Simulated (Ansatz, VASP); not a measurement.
**GaN: VASP beside Ansatz**

One calculation is typed for both programs; each brings its own data sets. How far apart do they land? The cell is taken from a series of runs on this material, whose earlier steps may have relaxed, scaled, displaced or heated it; both programs get it as it stands.

Calculated with Ansatz 0.2.0; plane waves, with VASP 6.6.1 beside it; single point at r2SCAN.

### 1. Starting point

It takes space group P6_3mc (No. 186, hexagonal). Conventional cell: a = 3.120 Å, b = 3.120 Å, c = 5.233 Å, α = 90.00°, β = 90.00°, γ = 120.00°. Nearest to Ga lie 4 N at 1.92 to 1.94 Å. Nearest to N lie 4 Ga at 1.92 to 1.94 Å. Farther neighbours and most contacts between anions are not listed.

### 2. Ansatz: single point, r2SCAN, pair 1

Ansatz runs on its PAW soft_1 files.

A single point gives forces, pressure and levels at one fixed geometry, so differences don't come from the geometry; what else differs is listed under the comparison.

input.yaml

```yaml
crystal:
  lattice:
    - [3.1195191676, 0.0, 0.0]
    - [-1.5597595838, 2.7015828468, 0.0]
    - [0.0, 0.0, 5.2330637149]
  atoms:
    - { symbol: Ga, position: [0.3333333333, 0.6666666667, 0.0016670924] }
    - { symbol: Ga, position: [0.6666666667, 0.3333333333, 0.5016670924] }
    - { symbol: "N", position: [0.3333333333, 0.6666666667, 0.3733329076] }
    - { symbol: "N", position: [0.6666666667, 0.3333333333, 0.8733329076] }
kpoints:
  mp_grid: { grid: [9, 9, 4] }
hamiltonian:
  xc: r2scan
  pseudopotentials: { kind: paw, azcp: { folder: soft_1 } }
scf:
  occupations: { method: gaussian, width: 0.01 }
  n_extra_bands: 10
output:
  eigenvalues: true
  eigenstates:
    kpoints:
      - [0.0, 0.0, 0.0]
      - [0.003971895, -0.001985948, 0.0]
      - [0.0, 0.003439762, 0.0]
      - [0.0, 0.0, 0.006662944]
      - [0.002808554, 0.001028002, 0.0]
      - [0.002808554, -0.003836556, 0.0]
      - [0.002808554, -0.001404277, 0.004711413]
      - [0.002808554, -0.001404277, -0.004711413]
      - [0.0, 0.002432279, 0.004711413]
      - [0.0, 0.002432279, -0.004711413]
      - [0.002293175, 0.00083936, 0.003846852]
      - [0.002293175, 0.00083936, -0.003846852]
      - [0.002293175, -0.003132535, 0.003846852]
      - [-0.002293175, 0.003132535, 0.003846852]
      - [-0.003971895, 0.001985948, 0.0]
      - [0.0, -0.003439762, 0.0]
      - [0.0, 0.0, -0.006662944]
      - [-0.002808554, -0.001028002, 0.0]
      - [-0.002808554, 0.003836556, 0.0]
      - [-0.002808554, 0.001404277, -0.004711413]
      - [-0.002808554, 0.001404277, 0.004711413]
      - [0.0, -0.002432279, -0.004711413]
      - [0.0, -0.002432279, 0.004711413]
      - [-0.002293175, -0.00083936, -0.003846852]
      - [-0.002293175, -0.00083936, 0.003846852]
      - [-0.002293175, 0.003132535, -0.003846852]
      - [0.002293175, -0.003132535, -0.003846852]
      - [0.014894607, -0.007447303, 0.0]
      - [0.0, 0.012899108, 0.0]
      - [0.0, 0.0, 0.024986039]
      - [0.010532078, 0.003855008, 0.0]
      - [0.010532078, -0.014387085, 0.0]
      - [0.010532078, -0.005266039, 0.017667797]
      - [0.010532078, -0.005266039, -0.017667797]
      - [0.0, 0.009121047, 0.017667797]
      - [0.0, 0.009121047, -0.017667797]
      - [0.008599405, 0.003147601, 0.014425696]
      - [0.008599405, 0.003147601, -0.014425696]
      - [0.008599405, -0.011747006, 0.014425696]
      - [-0.008599405, 0.011747006, 0.014425696]
      - [-0.014894607, 0.007447303, 0.0]
      - [0.0, -0.012899108, 0.0]
      - [0.0, 0.0, -0.024986039]
      - [-0.010532078, -0.003855008, 0.0]
      - [-0.010532078, 0.014387085, 0.0]
      - [-0.010532078, 0.005266039, -0.017667797]
      - [-0.010532078, 0.005266039, 0.017667797]
      - [0.0, -0.009121047, -0.017667797]
      - [0.0, -0.009121047, 0.017667797]
      - [-0.008599405, -0.003147601, -0.014425696]
      - [-0.008599405, -0.003147601, 0.014425696]
      - [-0.008599405, 0.011747006, -0.014425696]
      - [0.008599405, -0.011747006, -0.014425696]
      - [0.0, 0.0, 0.0]
      - [0.003971895, -0.001985948, 0.0]
      - [0.0, 0.003439762, 0.0]
      - [0.0, 0.0, 0.006662944]
      - [0.002808554, 0.001028002, 0.0]
      - [0.002808554, -0.003836556, 0.0]
      - [0.002808554, -0.001404277, 0.004711413]
      - [0.002808554, -0.001404277, -0.004711413]
      - [0.0, 0.002432279, 0.004711413]
      - [0.0, 0.002432279, -0.004711413]
      - [0.002293175, 0.00083936, 0.003846852]
      - [0.002293175, 0.00083936, -0.003846852]
      - [0.002293175, -0.003132535, 0.003846852]
      - [-0.002293175, 0.003132535, 0.003846852]
      - [-0.003971895, 0.001985948, 0.0]
      - [0.0, -0.003439762, 0.0]
      - [0.0, 0.0, -0.006662944]
      - [-0.002808554, -0.001028002, 0.0]
      - [-0.002808554, 0.003836556, 0.0]
      - [-0.002808554, 0.001404277, -0.004711413]
      - [-0.002808554, 0.001404277, 0.004711413]
      - [0.0, -0.002432279, -0.004711413]
      - [0.0, -0.002432279, 0.004711413]
      - [-0.002293175, -0.00083936, -0.003846852]
      - [-0.002293175, -0.00083936, 0.003846852]
      - [-0.002293175, 0.003132535, -0.003846852]
      - [0.002293175, -0.003132535, -0.003846852]
      - [0.014894607, -0.007447303, 0.0]
      - [0.0, 0.012899108, 0.0]
      - [0.0, 0.0, 0.024986039]
      - [0.010532078, 0.003855008, 0.0]
      - [0.010532078, -0.014387085, 0.0]
      - [0.010532078, -0.005266039, 0.017667797]
      - [0.010532078, -0.005266039, -0.017667797]
      - [0.0, 0.009121047, 0.017667797]
      - [0.0, 0.009121047, -0.017667797]
      - [0.008599405, 0.003147601, 0.014425696]
      - [0.008599405, 0.003147601, -0.014425696]
      - [0.008599405, -0.011747006, 0.014425696]
      - [-0.008599405, 0.011747006, 0.014425696]
      - [-0.014894607, 0.007447303, 0.0]
      - [0.0, -0.012899108, 0.0]
      - [0.0, 0.0, -0.024986039]
      - [-0.010532078, -0.003855008, 0.0]
      - [-0.010532078, 0.014387085, 0.0]
      - [-0.010532078, 0.005266039, -0.017667797]
      - [-0.010532078, 0.005266039, 0.017667797]
      - [0.0, -0.009121047, -0.017667797]
      - [0.0, -0.009121047, 0.017667797]
      - [-0.008599405, -0.003147601, -0.014425696]
      - [-0.008599405, -0.003147601, 0.014425696]
      - [-0.008599405, 0.011747006, -0.014425696]
      - [0.008599405, -0.011747006, -0.014425696]
basis:
  ecutwfc: 600.0
checkpoint:
  read: start.run
  write: ck
  compress: false
  write_wavefunctions: false
  write_every: 100000
```

On the command line:

```bash
$ ansatz run input.yaml --threads 4 --pin off --max-ram 9216MiB --backend cpu --events-out ev --progress --plain --runs-dir out
```

Numbers of over 12 decimals in the logs are rounded to 6 here.

The program printed:

```text
scf.n_extra_bands = 10 over 18 filled bands (N_el = 36.0): the run solves 28 bands
Engine: ansatz 0.2.0, x86_64-unknown-linux-gnu
Pseudopotentials: kind: paw
Pseudopotential: Ga, paw, valence charge 13, recommended cutoff 500 eV (meta_gga), soft_1/Ga.paw.azcp
Pseudopotential: N, paw, valence charge 5, recommended cutoff 500 eV (meta_gga), soft_1/N.paw.azcp
Functional definition: r2SCAN
  parameter k0 = 0.174
  parameter k1 = 0.065
  parameter a1 = 4.9479
  exchange = r2scan_x(k0 = k0, k1 = k1, a1 = a1)
  correlation = r2scan_c
Crystal: 4 atoms, lattice volume = 44.102 Å³
Basis set: ecut = 600 eV, 1497 PW (Γ), exchange–correlation on 100×100×180 points (64 copies of the dense FFT grid, shifted against one another)
Bands: 28, of which v1, the nominal top of the filled ones, is band 18 counted from 1 (17 counted from 0)
Symmetry: 12 space group operations
Space group: P63mc (ITA 186), of the structure as read, at distance tolerance 3.5e-5 Å
k-points: 36 of 324 (time reversal used)
Non-local potential: Ga, projectors of the file, l = 0: 2, l = 1: 2, l = 2: 3, l = 3: 1
Non-local potential: N, projectors of the file, l = 0: 2, l = 1: 2, l = 2: 1
PAW form: soft (Blöchl's): semilocal exchange-correlation on the pseudo side does not see the compensation charge
PAW frozen core: Ga, regenerated for the run's functional (the file was generated under x = pbe(κ = 0.804, μ = 0.219515), c = pbe(β = 0.066725))
PAW frozen core: N, regenerated for the run's functional (the file was generated under x = pbe(κ = 0.804, μ = 0.219515), c = pbe(β = 0.066725))
PAW one-centre angular grid: Ga, 590 points (default); XC on 160 Gauss nodes
PAW one-centre angular grid: N, 302 points (default); XC on 160 Gauss nodes
Initial density: read from a saved state, or passed on in memory by an earlier SCF of this step, an earlier step, the calling program or the single point that the run made first
Initial wavefunctions: pseudopotential atomic-orbital guess
Functional: x = r2scan, c = r2scan; τ floored in thin density (d = 2e-4 eV/Å³)
iter 1 solved again at ethr=1.59e-8 eV; its pass at ethr=3.10e-3 eV (dr2=5.73e-6 eV) is discarded
SCF iter   1: F=—  HF=-8352.732332 eV  |F-HF|=—  |Δ(HF+E_count)|=         —  Δρ=7.34e-7  dr2=1.69e-10  dr2_τ=5.02e-12  ethr=1.59e-8  ⟨swp⟩=3.0  Hψ=7281  notcnv=0
eigensolver tolerance schedule: the retry pair's looser diagonalisation over-reported the residual by 33844.17 of it (diagonalisation noise at 0.21 of the residual, at the tolerance the schedule requests for it); recorded, not acted on — ethr = c·dr2/N_el stays at c = 1.0e-1
preconditioner: auto → Resta (q_TF=auto, 2.638 Å⁻¹)  ε∞=3.5  [insulator: Δε(μ)=2.425 eV  Ē_g=21.375 eV  σ=0.010 eV  W_gap=1.00  n_scr=22 (ndim 8)  ℏωp=33.5 eV  f_vac=0.007  D(μ)=0.00/eV (n_scr^D=0)  ε∞_Penn≈3.5]
SCF iter   2: F=-8352.732332 eV  HF=-8352.732332 eV  |F-HF|=4.55e-11  |Δ(HF+E_count)|=   2.81e-9  Δρ=4.80e-7  dr2=7.78e-11  dr2_τ=2.47e-12  ethr=1.00e-12  ⟨swp⟩=3.7  Hψ=2785  notcnv=0
SCF 1 converged in 2 iterations: F = -8352.732332 eV  dr2 = 7.78e-11
  greatest PAW one-centre occupation: 0.994 electrons in one spin orbital (limit 2), on the Ga atom at site 1 (counted from 0), in its partial waves of l = 2
NSCF: frozen V_eff on 106 k-points
SCF converged after 2 iterations
Free energy (F): -8352.732332 eV
Harris-Foulkes:  -8352.732332 eV  (|F-HF|=4.55e-11)
Internal energy: -8352.732332 eV  (E = F + TS)
E sigma→0 (E₀):  -8352.732332 eV
Fermi energy:    11.229625 eV
--- Per-component energies (eV) ---
  E_band       = -14.768840
  E_kinetic    = 483.726088
  E_local      = -2781.565856  (includes V_loc(G=0)·N_el)
  E_nonlocal   = -105.496737
  E_hartree    = 1780.064672
  E_xc         = -232.682675
  E_vxc        = -281.384379  (∫ρ·V_xc dr)
  E_paw        = -4283.594832  (= ΣΔE_a)
  E_vpaw       = -905.483058  (= ΣTr[D̂ρ^β])
  E_aug_tail   = 0.000000  (compensation charges beyond the density's cutoff)
  E_vtau       = 15.305706  (kinetic-family band-sum trace: ∫τ·v_τ [+ j·A + Jᵃ·Aᵃ] dr)
  E_ewald      = -3211.817732
  E_core_change = -1.365260  (= ΣΔE_core)
  E_smearing   = -0.000000  (= −TS)
  E_closure    = 0.000000  (closes the sum)
  Σ components = -8352.732332   (vs F -8352.732332, Δ=0.00e0)
--- Band table (eV; the first three rows and the last of 36) ---
  k-point 0: bands = [... 14 lower, 8.9908, 9.7732, 10.0171, 10.0171, 12.4421, 15.3415, 19.8763, 21.0314, ... 6 higher]
  k-point 1: bands = [... 14 lower, 9.1346, 9.1346, 9.8602, 9.8602, 13.6802, 15.3830, 19.4975, 20.1773, ... 6 higher]
  k-point 2: bands = [... 14 lower, 9.4908, 9.4908, 9.4908, 9.4908, 15.0439, 15.0439, 19.2106, 19.2106, ... 6 higher]
  k-point 35: bands = [... 14 lower, 5.5063, 5.5063, 8.2105, 8.2105, 16.9547, 16.9547, 17.7420, 17.7420, ... 6 higher]
```

### 3. VASP: single point, r2SCAN, pair 1

The same cell, functional, mesh and smearing now go to VASP, with its own data sets.

Lines of VASP's logs that name or quote its potential files are left out, and so is its time.

INCAR

```
SYSTEM = GaN
PREC = Accurate
ENCUT = 580
EDIFF = 1E-06
NELM = 120
ISMEAR = 0
SIGMA = 0.01
LREAL = .FALSE.
ALGO = Normal
METAGGA = R2SCAN
LASPH = .TRUE.
NBANDS = 24
LORBIT = 11
LWAVE = .FALSE.
LCHARG = .FALSE.
ISIF = 2
GGA_COMPAT = .FALSE.
EFERMI = MIDGAP
LMIXTAU = .TRUE.
KPAR = 2
```

POSCAR

```
GaN
1.0
    3.1195191676      0.0000000000      0.0000000000
   -1.5597595838      2.7015828468      0.0000000000
    0.0000000000      0.0000000000      5.2330637149
Ga N
2 2
Direct
    0.3333333334      0.6666666668      0.0016670924
    0.6666666668      0.3333333334      0.5016670924
    0.3333333334      0.6666666668      0.3733329076
    0.6666666668      0.3333333334      0.8733329076
```

KPOINTS

```
Automatic mesh
0
Gamma
9 9 4
0 0 0
```

The projector-augmented-wave data sets are Ga_d and N (PBE family, release 64).

On the command line:

```bash
$ mpirun -np 2 vasp_std
```

The program printed:

```text
[banner, memory and clock lines left out]
running    2 mpi-ranks, on    1 nodes
 distrk:  each k-point on    1 cores,    2 groups
 distr:  one band on    1 cores,    1 groups

 POSCAR found type information on POSCAR GaN
 POSCAR found :  2 types and       4 ions
|                                                                             |
|               ----> ADVICE to this user running VASP <----                  |
|                                                                             |
|     You enforced a specific xc type in the INCAR file but a different       |
|     [... a line on the potential file left out ...]
|     I HOPE YOU KNOW WHAT YOU ARE DOING!                                     |
|                                                                             |

 LDA part: xc-table for (None), standard interpolation
 POSCAR, INCAR and KPOINTS ok, starting setup
 FFT: planning ... GRIDC
 FFT: planning ... GRID_SOFT
 FFT: planning ... GRID
 WAVECAR not read
 entering main loop
       N       E                     dE             d eps       ncg     rms          rms(c)
DAV:   1     0.271405601645E+03    0.27141E+03   -0.19962E+04  1912   0.310E+03
DAV:   2    -0.175818916479E+02   -0.28899E+03   -0.27533E+03  1912   0.572E+02
DAV:   3    -0.525689860516E+02   -0.34987E+02   -0.34712E+02  2080   0.155E+02
DAV:   4    -0.536505108046E+02   -0.10815E+01   -0.10798E+01  2216   0.310E+01
DAV:   5    -0.536720355372E+02   -0.21525E-01   -0.21517E-01  2048   0.384E+00    0.104E+01
DAV:   6    -0.448886923964E+02    0.87833E+01   -0.10168E+01  2928   0.557E+01    0.337E+00
DAV:   7    -0.431899707025E+02    0.16987E+01   -0.17313E+00  1840   0.109E+01    0.235E+00
DAV:   8    -0.460189874504E+02   -0.28290E+01   -0.18212E+00  2488   0.158E+01    0.224E+00
DAV:   9    -0.447184766898E+02    0.13005E+01   -0.61120E-01  1912   0.839E+00    0.672E-01
DAV:  10    -0.437403947288E+02    0.97808E+00   -0.28361E-01  2280   0.571E+00    0.172E-01
DAV:  11    -0.437554892915E+02   -0.15095E-01   -0.26683E-02  1880   0.154E+00    0.287E-01
DAV:  12    -0.437500192410E+02    0.54701E-02   -0.13953E-03  2872   0.554E-01    0.232E-01
DAV:  13    -0.437548953874E+02   -0.48761E-02   -0.52175E-03  2720   0.109E+00    0.182E-01
DAV:  14    -0.437559461828E+02   -0.10508E-02   -0.34825E-03  2184   0.655E-01    0.339E-01
DAV:  15    -0.437567783701E+02   -0.83219E-03   -0.90766E-04  2360   0.639E-01    0.211E-01
DAV:  16    -0.437576534622E+02   -0.87509E-03   -0.10359E-03  2480   0.425E-01    0.677E-02
DAV:  17    -0.437576871126E+02   -0.33650E-04   -0.14766E-04  2144   0.946E-02    0.189E-02
DAV:  18    -0.437576873734E+02   -0.26083E-06   -0.12965E-05  2784   0.661E-02    0.545E-03
DAV:  19    -0.437576883864E+02   -0.10130E-05   -0.69507E-06  2232   0.473E-02    0.574E-03
DAV:  20    -0.437576910193E+02   -0.26329E-05   -0.47215E-06  1808   0.250E-02    0.434E-03
DAV:  21    -0.437576915914E+02   -0.57215E-06   -0.25441E-07   944   0.878E-03
   1 F= -.43757692E+02 E0= -.43757692E+02  d E =0.000000E+00
```

OUTCAR, selected parts (step 3):

```text
ion  position               nearest neighbor table
   1  0.333  0.667  0.002-   4 1.92   4 1.92   4 1.92   3 1.94
   2  0.667  0.333  0.502-   3 1.92   3 1.92   3 1.92   4 1.94
   3  0.333  0.667  0.373-   2 1.92   2 1.92   2 1.92   1 1.94
   4  0.667  0.333  0.873-   1 1.92   1 1.92   1 1.92   2 1.94

  LATTYP: Found a hexagonal cell.
 ALAT       =     3.1195191676
 C/A-ratio  =     1.6775225391

 Subroutine GETGRP returns: Found 12 space group operations
 (whereof  6 operations were pure point group operations)

The static configuration has the point symmetry C_3v.
 The point group associated with its full space group is C_6v.

 Found     36 irreducible k-points:

   k-points           NKPTS =     36   k-points in BZ     NKDIM =     36   number of bands    NBANDS=     24

   dimension x,y,z NGX =    28 NGY =   28 NGZ =   42
   dimension x,y,z NGXF=    56 NGYF=   56 NGZF=   84

   ENCUT  =  580.0 eV  42.63 Ry    6.53 a.u.   6.13  6.13 10.28*2*pi/ulx,y,z

   NELECT =      36.0000    total number of electrons

 k-points in reciprocal lattice and weights: Automatic mesh
   0.00000000  0.00000000  0.00000000       0.003
   0.11111111  0.00000000  0.00000000       0.019
   0.22222222  0.00000000  0.00000000       0.019
   0.33333333  0.00000000  0.00000000       0.019
   0.44444444  0.00000000  0.00000000       0.019
   0.11111111  0.11111111  0.00000000       0.019
   0.22222222  0.11111111  0.00000000       0.037
   0.33333333  0.11111111  0.00000000       0.037
   0.44444444  0.11111111  0.00000000       0.019
[...]
0.33333333  0.22222222  0.50000000       0.037
   0.33333333  0.33333333  0.50000000       0.006

 average (electrostatic) potential at core
       1 -67.8857       2 -67.8857       3 -64.5706       4 -64.5706

 E-fermi :   6.7198

 k-point     1 :       0.0000    0.0000    0.0000
  band No.  band energies     occupation
    ...
     14       4.4868      2.00000
     15       4.4868      2.00000
     16       5.2678      2.00000
     17       5.5130      2.00000
     18       5.5130      2.00000
     19       7.9266      0.00000
     20      10.8136      0.00000
     21      15.3554      0.00000
     22      16.5084      0.00000
     23      16.5084      0.00000
    ...

 k-point     2 :       0.1111    0.0000    0.0000
  band No.  band energies     occupation
    ...
     14       3.5928      2.00000
     15       4.2201      2.00000
     16       4.5379      2.00000
     17       5.1518      2.00000
     18       5.3902      2.00000
     19       8.7764      0.00000
     20      11.5422      0.00000
     21      14.9725      0.00000
     22      15.6797      0.00000
     23      16.8156      0.00000
    ...

 k-point     3 :       0.2222    0.0000    0.0000
  band No.  band energies     occupation
    ...
     14       1.7860      2.00000
     15       2.9228      2.00000
     16       3.6272      2.00000
     17       4.7613      2.00000
     18       5.0609      2.00000
     19      10.0234      0.00000
     20      12.4589      0.00000
     21      13.6653      0.00000
     22      15.0624      0.00000
     23      16.5087      0.00000
    ...

  Total        3.0332352      3.0332352      0.3447039      0.0000000      0.0000000      0.0000000
  in kB      110.1931753    110.1931753     12.5226087      0.0000000      0.0000000      0.0000000
  external PRESSURE =      77.6363198 kB  Pullay stress =       0.0000000 kB

  energy-cutoff  :      580.00
  volume of cell :       44.10
      direct lattice vectors                 reciprocal lattice vectors
     3.119519168  0.000000000  0.000000000     0.320562223  0.185076686  0.000000000
    -1.559759584  2.701582847  0.000000000     0.000000000  0.370153372  0.000000000
     0.000000000  0.000000000  5.233063715     0.000000000  0.000000000  0.191092648

 POSITION                                       TOTAL-FORCE (eV/Angst)
 -----------------------------------------------------------------------------------
      0.00000      1.80106      0.00872         0.000000     -0.000000      0.003770
      1.55976      0.90053      2.62526        -0.000000      0.000000      0.003770
      0.00000      1.80106      1.95367        -0.000000     -0.000000     -0.003770
      1.55976      0.90053      4.57021        -0.000000      0.000000     -0.003770
 -----------------------------------------------------------------------------------
    total drift:                                0.000000      0.000001     -0.039508

  FREE ENERGIE OF THE ION-ELECTRON SYSTEM (eV)
  ---------------------------------------------------
  free  energy   TOTEN  =       -43.7576915914 eV

  energy  without entropy=      -43.7576915914  energy(sigma->0) =      -43.75769159

 total charge
# of ion       s       p       d       tot
------------------------------------------
    1        0.762   0.921  10.214  11.897
    2        0.762   0.921  10.214  11.897
    3        1.230   2.575   0.000   3.805
    4        1.230   2.575   0.000   3.805
--------------------------------------------------
tot          3.984   6.991  20.428  31.403

[... 3 further parts left out ...]
```

The run ends at a pressure of 7.76 GPa, with forces up to 0.0038 eV/Å.

### 4. Comparison

Known differences besides the potentials themselves: VASP keeps PBE cores, Ansatz makes them for the functional; the cutoff is 600 eV in Ansatz and 580 eV in VASP. Total energies have different zeros and are not compared.

The two programs side by side:

| quantity | Ansatz | VASP | difference |
| --- | --- | --- | --- |
| gap on the k mesh (eV) | 2.425 | 2.414 | +0.011 |

A gap on the mesh is an upper bound, since the band edges may lie between its points.

[end of part 1 of 2]

[Lines on the potential files, build, host, timing and source positions are cut from VASP's logs without a mark.]

[Logs are printed without paths, hosts, clocks, repeated set-up lines and the standing remarks that a program may print on its own settings, such as how far it seeks lower states.]

[Hosts, paths, dates, database ids (printed as entryN), source tags and the programs' standing remarks are cut or masked in the printed files.]
